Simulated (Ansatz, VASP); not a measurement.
# Cross-check of CdAu between VASP and Ansatz, part 2 of 2

Aim: how closely do two programs agree when they are given the same cell, functional and k mesh? The cell is taken from a series of runs on this material, whose earlier steps may have relaxed, scaled, displaced or heated it; both programs get it as it stands.

VASP 6.6.1 and Ansatz 0.2.0.

So far: Set-up; VASP: zone-centre phonons, PBEsol.

### Step 2. VASP: zone-centre phonons, PBEsol (continued)

Level of this step: PBEsol; plane waves and PAW (Cd, Au) (VASP).

Numbers of over 12 decimals in the logs are rounded to 6 here.

OUTCAR, selected parts (step 2):

```text
ion  position               nearest neighbor table
   1  0.750  0.500  0.308-   3 2.90   3 2.90   3 2.90   3 2.90   4 2.91   4 2.91   4 2.94   4 2.94
                             2 3.07   2 3.07
   2  0.250  0.500  0.692-   4 2.90   4 2.90   4 2.90   4 2.90   3 2.91   3 2.91   3 2.94   3 2.94
                             1 3.07   1 3.07
   3  0.250  0.000  0.188-   1 2.90   1 2.90   1 2.90   1 2.90   2 2.91   2 2.91   2 2.94   2 2.94
                             4 3.04   4 3.04
   4  0.750  0.000  0.812-   2 2.90   2 2.90   2 2.90   2 2.90   1 2.91   1 2.91   1 2.94   1 2.94
                             3 3.04   3 3.04

  LATTYP: Found a simple orthorhombic cell.
 ALAT       =     3.0459768276
 B/A-ratio  =     1.5697038418
 C/A-ratio  =     1.6390130391

 Subroutine GETGRP returns: Found  8 space group operations
 (whereof  4 operations were pure point group operations)

The static configuration has the point symmetry C_2h.
 The point group associated with its full space group is D_2h.

 Found    240 irreducible k-points:

   k-points           NKPTS =    240   k-points in BZ     NKDIM =    240   number of bands    NBANDS=     29

   dimension x,y,z NGX =    36 NGY =   24 NGZ =   36
   dimension x,y,z NGXF=    72 NGYF=   48 NGZF=   72

   ENCUT  =  500.0 eV  36.75 Ry    6.06 a.u.   8.72  5.55  9.10*2*pi/ulx,y,z

   NELECT =      46.0000    total number of electrons

 k-points in reciprocal lattice and weights: Automatic mesh
   0.00000000  0.00000000  0.00000000       0.001
   0.10000000  0.00000000  0.00000000       0.002
   0.20000000  0.00000000  0.00000000       0.002
   0.30000000  0.00000000  0.00000000       0.002
   0.40000000  0.00000000  0.00000000       0.002
   0.50000000  0.00000000  0.00000000       0.001
   0.00000000  0.07142857  0.00000000       0.002
   0.10000000  0.07142857  0.00000000       0.004
   0.20000000  0.07142857  0.00000000       0.004
[...]
0.40000000  0.50000000  0.50000000       0.002
   0.50000000  0.50000000  0.50000000       0.001

 average (electrostatic) potential at core
       1 -35.6947       2 -35.6947       3 -67.5140       4 -67.5140

  Total        0.2402166      0.2071373      0.2366306      0.0000000      0.0000000      0.0000000
  in kB        5.2933882      4.5644550      5.2143656      0.0000000      0.0000000      0.0000000
  external PRESSURE =       5.0240696 kB  Pullay stress =       0.0000000 kB

  energy-cutoff  :      500.00
  volume of cell :       72.71
      direct lattice vectors                 reciprocal lattice vectors
     4.781281528  0.000000000  0.000000000     0.209148948  0.000000000  0.000000000
     0.000000000  3.045976828  0.000000000     0.000000000  0.328301907  0.000000000
     0.000000000  0.000000000  4.992395737     0.000000000  0.000000000  0.200304634

 POSITION                                       TOTAL-FORCE (eV/Angst)
 -----------------------------------------------------------------------------------
      3.58596      1.52299      1.53689         0.000000      0.000000      0.002882
      1.19532      1.52299      3.45551        -0.000000     -0.000000     -0.002882
      1.19532      0.00000      0.93691         0.000000      0.000000     -0.011263
      3.58596      0.00000      4.05549         0.000000      0.000000      0.011263
 -----------------------------------------------------------------------------------
    total drift:                                0.000000      0.000000     -0.000000

 Eigenvectors and eigenvalues of the dynamical matrix
 ----------------------------------------------------

   1 f  =    4.725343 THz    29.690208 2PiTHz  157.620488 cm-1    19.542441 meV
             X         Y         Z           dx          dy          dz
      3.585961  1.522988  1.536889    -0.588691   -0.000000   -0.000000
      1.195320  1.522988  3.455507     0.588691   -0.000000    0.000000
      1.195320  0.000000  0.936906     0.391718   -0.000000   -0.000000
      3.585961  0.000000  4.055489    -0.391718    0.000000    0.000000

   2 f  =    4.373774 THz    27.481235 2PiTHz  145.893408 cm-1    18.088469 meV
             X         Y         Z           dx          dy          dz
      3.585961  1.522988  1.536889    -0.000000    0.000000    0.585310
      1.195320  1.522988  3.455507     0.000000    0.000000   -0.585310
      1.195320  0.000000  0.936906     0.000000   -0.000000    0.396752
      3.585961  0.000000  4.055489     0.000000   -0.000000   -0.396752

   3 f  =    3.734314 THz    23.463388 2PiTHz  124.563314 cm-1    15.443876 meV
             X         Y         Z           dx          dy          dz
      3.585961  1.522988  1.536889    -0.000000   -0.000000   -0.564448
      1.195320  1.522988  3.455507    -0.000000   -0.000000   -0.564448
      1.195320  0.000000  0.936906     0.000000    0.000000    0.425910
      3.585961  0.000000  4.055489     0.000000   -0.000000    0.425910

   4 f  =    3.626857 THz    22.788214 2PiTHz  120.978923 cm-1    14.999468 meV
             X         Y         Z           dx          dy          dz
      3.585961  1.522988  1.536889     0.564796    0.000000   -0.000000
      1.195320  1.522988  3.455507     0.564796    0.000000   -0.000000
      1.195320  0.000000  0.936906    -0.425448   -0.000000    0.000000
      3.585961  0.000000  4.055489    -0.425448   -0.000000    0.000000

   5 f  =    2.980789 THz    18.728848 2PiTHz   99.428412 cm-1    12.327546 meV
             X         Y         Z           dx          dy          dz
      3.585961  1.522988  1.536889    -0.000000    0.563716    0.000000
      1.195320  1.522988  3.455507    -0.000000    0.563716    0.000000
      1.195320  0.000000  0.936906     0.000000   -0.426878   -0.000000
      3.585961  0.000000  4.055489     0.000000   -0.426878    0.000000

   6 f  =    2.390612 THz    15.020656 2PiTHz   79.742222 cm-1     9.886771 meV
             X         Y         Z           dx          dy          dz
      3.585961  1.522988  1.536889     0.000000   -0.700204   -0.000000
      1.195320  1.522988  3.455507     0.000000    0.700204   -0.000000
      1.195320  0.000000  0.936906     0.000000    0.098563   -0.000000
      3.585961  0.000000  4.055489     0.000000   -0.098563   -0.000000

   7 f  =    1.850338 THz    11.626019 2PiTHz   61.720647 cm-1     7.652381 meV
             X         Y         Z           dx          dy          dz
      3.585961  1.522988  1.536889     0.000000    0.098563    0.000000
      1.195320  1.522988  3.455507    -0.000000   -0.098563   -0.000000
      1.195320  0.000000  0.936906     0.000000    0.700204   -0.000000
      3.585961  0.000000  4.055489    -0.000000   -0.700204    0.000000

   8 f  =    1.428571 THz     8.975975 2PiTHz   47.651995 cm-1     5.908092 meV
             X         Y         Z           dx          dy          dz
      3.585961  1.522988  1.536889     0.391718   -0.000000    0.000000
      1.195320  1.522988  3.455507    -0.391718    0.000000   -0.000000
      1.195320  0.000000  0.936906     0.588691   -0.000000   -0.000000
      3.585961  0.000000  4.055489    -0.588691    0.000000    0.000000

   9 f  =    1.401729 THz     8.807322 2PiTHz   46.756639 cm-1     5.797082 meV
             X         Y         Z           dx          dy          dz
      3.585961  1.522988  1.536889     0.000000    0.000000   -0.396752
      1.195320  1.522988  3.455507    -0.000000    0.000000    0.396752
      1.195320  0.000000  0.936906     0.000000    0.000000    0.585310
      3.585961  0.000000  4.055489    -0.000000   -0.000000   -0.585310

  10 f/i=    0.002129 THz     0.013378 2PiTHz    0.071024 cm-1     0.008806 meV
             X         Y         Z           dx          dy          dz
      3.585961  1.522988  1.536889    -0.000000   -0.000000    0.425910
      1.195320  1.522988  3.455507    -0.000000   -0.000000    0.425910
      1.195320  0.000000  0.936906    -0.000000   -0.000000    0.564448
      3.585961  0.000000  4.055489    -0.000000   -0.000000    0.564448

  11 f/i=    0.003416 THz     0.021462 2PiTHz    0.113938 cm-1     0.014127 meV
             X         Y         Z           dx          dy          dz
      3.585961  1.522988  1.536889    -0.000000   -0.426878   -0.000000
      1.195320  1.522988  3.455507    -0.000000   -0.426878   -0.000000
      1.195320  0.000000  0.936906    -0.000000   -0.563716   -0.000000
      3.585961  0.000000  4.055489    -0.000000   -0.563716   -0.000000

  12 f/i=    0.005034 THz     0.031633 2PiTHz    0.167932 cm-1     0.020821 meV
             X         Y         Z           dx          dy          dz
      3.585961  1.522988  1.536889     0.425448   -0.000000    0.000000
      1.195320  1.522988  3.455507     0.425448   -0.000000    0.000000
      1.195320  0.000000  0.936906     0.564796   -0.000000    0.000000
      3.585961  0.000000  4.055489     0.564796   -0.000000    0.000000

 ELASTIC MODULI CONTR FROM IONIC RELAXATION (kBar)
 Direction    XX          YY          ZZ          XY          YZ          ZX
 --------------------------------------------------------------------------------
 XX        -109.2211    -74.3841    104.1519      0.0000     -0.0000      0.0000
 YY         -74.3841    -60.5805     60.9589      0.0000     -0.0000      0.0000
 ZZ         104.1519     60.9589   -109.3420      0.0000      0.0000     -0.0000
 XY           0.0000      0.0000      0.0000      0.0000      0.0000      0.0000
 YZ          -0.0000     -0.0000      0.0000      0.0000    -49.7154      0.0000
 ZX           0.0000      0.0000     -0.0000      0.0000      0.0000     -6.8668
 --------------------------------------------------------------------------------
```

### Step 3. Ansatz: zone-centre phonons, PBEsol

Ansatz runs on its PAW soft_1 files.

The same cell, functional, mesh and smearing now go to Ansatz, which takes its cutoff from its data sets.

Contents of input.yaml:

```yaml
crystal:
  lattice:
    - [4.7812815282, 0.0, 0.0]
    - [0.0, 3.0459768276, 0.0]
    - [0.0, 0.0, 4.9923957373]
  atoms:
    - { symbol: Cd, position: [0.75, 0.5, 0.3078459512] }
    - { symbol: Cd, position: [0.25, 0.5, 0.6921540488] }
    - { symbol: Au, position: [0.25, 0.0, 0.187666707] }
    - { symbol: Au, position: [0.75, 0.0, 0.812333293] }
kpoints:
  mp_grid: { grid: [10, 14, 8] }
hamiltonian:
  xc: pbesol
  pseudopotentials: { kind: paw, azcp: { folder: soft_1 }, xc_functional: pbe }
scf:
  occupations: { method: methfessel_paxton, width: 0.2 }
output:
  eigenvalues: true
phonons:
  method: dfpt
```

Started as:

```console
$ ansatz run input.yaml --threads 4 --pin off --max-ram 10240MiB --backend cpu --events-out ev --progress --plain --runs-dir out
```

Output:

```text
zone centre: on kpoints.mp_grid the ground state, and the responses unless they are solved on pairs of k-points, stand on 240 of the mesh's 1120 k-points, reduced under 4 symmetry operations, with k and −k counted as one. Each operation leaves every solved displacement unchanged or reverses it
Engine: ansatz 0.2.0, aarch64-unknown-linux-gnu
Pseudopotentials: kind: paw
Pseudopotential: Cd, paw, valence charge 20, recommended cutoff 420 eV (normal), soft_1/Cd.paw.azcp
Pseudopotential: Au, paw, valence charge 19, recommended cutoff 420 eV (normal), soft_1/Au.paw.azcp
Functional definition: PBEsol
  exchange = pbesol_x
  correlation = pbesol_c
Crystal: 4 atoms, lattice volume = 72.708 Å³
Basis set: ecut = 420 eV, 1437 PW (Γ), exchange–correlation on 64×48×72 points (8 copies of the dense FFT grid, shifted against one another)
Bands: 47, of which v1, the nominal top of the filled ones, is band 39 counted from 1 (38 counted from 0)
Symmetry: 8 space group operations
k-points: 240 of 1120 (irreducible under 4 space group operations, time reversal used)
Non-local potential: Cd, projectors of the file, l = 0: 3, l = 1: 2, l = 2: 2, l = 3: 1
Non-local potential: Au, projectors of the file, l = 0: 3, l = 1: 2, l = 2: 2, l = 3: 1
PAW form: soft (Blöchl's): semilocal exchange-correlation on the pseudo side does not see the compensation charge
PAW frozen core: Cd, regenerated for the run's functional, and the local potential with it (the file was generated under x = pbe(κ = 0.804, μ = 0.219515), c = pbe(β = 0.066725))
PAW frozen core: Au, regenerated for the run's functional, and the local potential with it (the file was generated under x = pbe(κ = 0.804, μ = 0.219515), c = pbe(β = 0.066725))
PAW one-centre angular grid: Cd, 590 points (default); XC on 64 Gauss nodes
PAW one-centre angular grid: Au, 590 points (default); XC on 64 Gauss nodes
Initial density: superposition of atomic densities (chi_scale 0.1, normalization cell, long waves kept (reshape's long-wave potential 0.01 eV rms))
Initial wavefunctions: pseudopotential atomic-orbital guess
Functional: x = pbesol(κ = 0.804, μ = 0.123457), c = pbesol(β = 0.046)
SCF iter   1: F=—  HF=-42395.328012 eV  |F-HF|=—  |Δ(HF+E_count)|=         —  Δρ=1.81e-1  dr2=3.97e1  ethr=3.10e-3  ⟨swp⟩=6.2  Hψ=37844  notcnv=0  defer=26
preconditioner: auto → Kerker (q_TF=auto, 2.760 Å⁻¹)  [metal: Δε(μ)=0.009 eV  Ē_g=12.534 eV  σ=0.200 eV  W_gap=0.04  n_scr=30 (ndim 8)  ℏωp=29.5 eV  f_vac=0.000  D(μ)=1.80/eV (n_scr^D=10)]
SCF iter   2: F=—  HF=-42389.282623 eV  |F-HF|=—  |Δ(HF+E_count)|=    6.05e0  S|Δr|=    0.00e0  Δρ=8.65e-2  dr2=1.09e1  ethr=3.10e-3  ⟨swp⟩=3.0  Hψ=22634  notcnv=0  defer=537
SCF iter   3: F=—  HF=-42386.972842 eV  |F-HF|=—  |Δ(HF+E_count)|=    2.31e0  S|Δr|=    0.00e0  Δρ=2.21e-2  dr2=9.36e-1  ethr=3.10e-3  ⟨swp⟩=3.0  Hψ=18255  notcnv=0  defer=552
SCF iter   4: F=—  HF=-42386.733629 eV  |F-HF|=—  |Δ(HF+E_count)|=   2.39e-1  S|Δr|=    0.00e0  Δρ=7.17e-3  dr2=6.73e-2  ethr=1.20e-3  ⟨swp⟩=2.0  Hψ=14712  notcnv=0  defer=560
SCF iter   5: F=—  HF=-42386.712098 eV  |F-HF|=—  |Δ(HF+E_count)|=   2.15e-2  S|Δr|=    0.00e0  Δρ=2.17e-3  dr2=4.96e-3  ethr=8.63e-5  ⟨swp⟩=2.6  Hψ=19303  notcnv=0  defer=559
SCF iter   6: F=—  HF=-42386.710975 eV  |F-HF|=—  |Δ(HF+E_count)|=   1.12e-3  S|Δr|=    0.00e0  Δρ=5.44e-4  dr2=3.96e-4  ethr=6.35e-6  ⟨swp⟩=2.2  Hψ=16065  notcnv=0  defer=559
SCF iter   7: F=—  HF=-42386.710895 eV  |F-HF|=—  |Δ(HF+E_count)|=   7.97e-5  S|Δr|=    0.00e0  Δρ=1.26e-4  dr2=2.08e-5  ethr=5.08e-7  ⟨swp⟩=2.1  Hψ=14099  notcnv=0  defer=559
SCF iter   8: F=—  HF=-42386.710897 eV  |F-HF|=—  |Δ(HF+E_count)|=   1.65e-6  S|Δr|=    0.00e0  Δρ=3.44e-5  dr2=1.25e-6  ethr=2.66e-8  ⟨swp⟩=2.2  Hψ=15655  notcnv=0  defer=559
SCF iter   9: F=—  HF=-42386.710898 eV  |F-HF|=—  |Δ(HF+E_count)|=   8.51e-7  S|Δr|=    0.00e0  Δρ=9.69e-6  dr2=8.09e-8  ethr=1.60e-9  ⟨swp⟩=2.0  Hψ=16241  notcnv=0  defer=559
SCF iter  10: F=—  HF=-42386.710898 eV  |F-HF|=—  |Δ(HF+E_count)|=   9.57e-9  S|Δr|=    0.00e0  Δρ=2.05e-6  dr2=2.56e-9  ethr=1.04e-10  ⟨swp⟩=2.1  Hψ=15655  notcnv=0  defer=559
SCF iter  11: F=—  HF=-42386.710898 eV  |F-HF|=—  |Δ(HF+E_count)|=  2.91e-11  S|Δr|=    0.00e0  Δρ=4.92e-7  dr2=9.91e-11  ethr=3.28e-12  ⟨swp⟩=2.0  Hψ=18439  notcnv=0  defer=559
SCF iter  12: F=—  HF=-42386.710898 eV  |F-HF|=—  |Δ(HF+E_count)|=  7.28e-12  S|Δr|=    0.00e0  Δρ=1.29e-7  dr2=1.19e-11  ethr=1.00e-12  ⟨swp⟩=11.9  Hψ=58841  notcnv=0
SCF iter  13: F=-42386.710898 eV  HF=-42386.710898 eV  |F-HF|=7.28e-12  |Δ(HF+E_count)|=  7.28e-12  S|Δr|=    0.00e0  Δρ=3.06e-8  dr2=5.44e-13  ethr=1.00e-12  ⟨swp⟩=5.0  Hψ=40844  notcnv=0
SCF 1 converged in 13 iterations: F = -42386.710898 eV  dr2 = 5.44e-13
  greatest PAW one-centre occupation: 1.000 electrons in one spin orbital (limit 2), on the Au atom at site 3 (counted from 0), in its partial waves of l = 0
DFPT response loops at Γ: preconditioner auto → Kerker (q_TF=auto, 2.760 Å⁻¹) (partly filled bands, converged f_vac=0.000); β = 1.00, the filter's whole step (`scf.mixing.beta` (0.50) is not read by the response loops under this deck's `scf.mixing.preconditioner`; to damp them name `kerker` or `kerker_dos`, under which they read `scf.mixing.beta`, and type it under 1.00, their step now; both keys bind the ground state too); Broyden in place of MSR1
SCF converged after 13 iterations
Stability not checked: this state was not tested for a lower state beside it, because cold or Methfessel-Paxton smearing, or corrected tetrahedra, fill the levels in a way that the test cannot read (fill_not_monotonic; see scf.lower_state_search)
Free energy (F): -42386.710898 eV
Harris-Foulkes:  -42386.710898 eV  (|F-HF|=7.28e-12)
Internal energy: -42386.712771 eV  (E = F + TS)
E sigma→0 (E₀):  -42386.711366 eV
Entropy (-TS):   0.001873 eV (0.468 meV/atom)
Fermi energy:    18.383466 eV
Step filling:    the computed levels leave a gap of 0.0000 eV = 0.0 smearing widths at the electron count; against every level under it full and every level over it empty, smearing changes F+E_penalty+E_count by -0.259 meV and its σ→0 estimate by -0.727 meV
--- Per-component energies (eV) ---
  E_band       = -1145.593689
  E_kinetic    = 2037.792501
  E_local      = -8914.063691  (includes V_loc(G=0)·N_el)
  E_nonlocal   = 445.414405
  E_hartree    = 4053.245883
  E_xc         = -741.654869
  E_vxc        = -916.758331  (∫ρ·V_xc dr)
  E_paw        = -27236.726269  (= ΣΔE_a)
  E_vpaw       = -1904.474258  (= ΣTr[D̂ρ^β])
  E_aug_tail   = 0.003907  (compensation charges beyond the density's cutoff)
  E_ewald      = -12032.027614
  E_core_change = 1.302976  (= ΣΔE_core)
  E_smearing   = 0.001873  (= −TS)
  E_closure    = -0.000000  (closes the sum)
  Σ components = -42386.710898   (vs F -42386.710898, Δ=0.00e0)
--- Band table (eV; the first three rows and the last of 240) ---
  k-point 0: bands = [... 35 lower, 14.9294, 15.0218, 16.4675, 16.7168, 17.8703, 20.0466, 22.7342, 23.1920, ... 4 higher]
  k-point 1: bands = [... 35 lower, 14.8791, 15.0254, 15.7486, 16.8253, 18.9056, 20.3198, 22.1053, 22.8247, ... 4 higher]
  k-point 2: bands = [... 35 lower, 14.7595, 14.8383, 15.0336, 17.6105, 19.5273, 21.1991, 21.7291, 21.9553, ... 4 higher]
  k-point 239: bands = [... 35 lower, 15.3081, 17.0573, 17.0573, 17.3090, 17.3090, 19.5467, 19.5467, 21.0004, ... 4 higher]
--- Phonons (Γ-DFPT): 6 representative perturbations + reference, on 240 of 1120 k-points (Σ response iterations 18) ---
  k mesh reduced under 4 symmetry operations, with k and −k counted as one. Each operation leaves every solved displacement unchanged or reverses it
  ASR residual: 5.751e-5 → 0.000e0 eV/Å²; symmetrization residual: 2.235e-5 eV/Å²
  ASR residual per site (eV/Å²): 5.75e-5 5.75e-5 5.32e-5 5.32e-5
  Γ frequencies (cm⁻¹): 0.00 0.00 0.00 46.76 47.32 60.59 78.59 97.54 118.40 122.13 143.36 154.78
  non-analytic LO–TO correction: not included (Born effective charges unavailable; polar crystals: no LO–TO splitting at Γ)
```

Reading the cycles: dr2 is the Hartree energy of the density residual (eV), the measure of convergence; HF is the Harris–Foulkes estimate of the energy, which meets the free energy F at convergence.

### Step 4. Side by side

Known differences besides the potentials themselves: the data sets hold 78 valence electrons in Ansatz (on its PAW soft_1 files) and 46 in VASP; the cutoff is 420 eV in Ansatz and 500 eV in VASP; Ansatz makes its cores anew for this functional, VASP keeps those of its PBE data sets. Total energies have different zeros and are not compared.

Compared:

```
             quantity  Ansatz   VASP  difference
optical mode 1 (cm⁻¹)    46.8   46.8         0.0
optical mode 2 (cm⁻¹)    47.3   47.7        -0.3
optical mode 3 (cm⁻¹)    60.6   61.7     -1.83 %
optical mode 4 (cm⁻¹)    78.6   79.7     -1.44 %
optical mode 5 (cm⁻¹)    97.5   99.4     -1.90 %
optical mode 6 (cm⁻¹)   118.4  121.0     -2.13 %
optical mode 7 (cm⁻¹)   122.1  124.6     -1.95 %
optical mode 8 (cm⁻¹)   143.4  145.9     -1.74 %
optical mode 9 (cm⁻¹)   154.8  157.6     -1.80 %
```

Modes are paired by rising frequency, not by their patterns, so a pair may set unlike modes beside each other; they are those without the splitting of longitudinal modes.

### Step 5. Outcome

| Property | Result |
| --- | --- |
| r.m.s. difference of the optical zone-centre modes, each program's sorted by frequency (zone-centre phonons, PBEsol) | 1.9 cm⁻¹ |
| difference in optical mode 6 (zone-centre phonons, PBEsol) | -2.1 % |

What this shows: The r.m.s. difference of the optical zone-centre modes, each program's sorted by frequency is 1.9 cm⁻¹ (zone-centre phonons, PBEsol). The data sets hold unlike numbers of valence electrons (78 in Ansatz and 46 in VASP), so part of the differences comes from the potentials. Among the rows given in per cent, the largest difference of the zone-centre phonons, PBEsol pair is in optical mode 6, -2.1 %. Such differences can come from data sets, numerical settings and the points named under the comparisons, not from the functional's error against experiment.

[Lines on the potential files, build, host, timing and source positions are cut from VASP's logs without a mark.]

[Logs are printed without paths, hosts, clocks, repeated set-up lines and the standing remarks that a program may print on its own settings, such as how far it seeks lower states.]

[Hosts, paths, dates, database ids (printed as entryN), source tags and the programs' standing remarks are cut or masked in the printed files.]
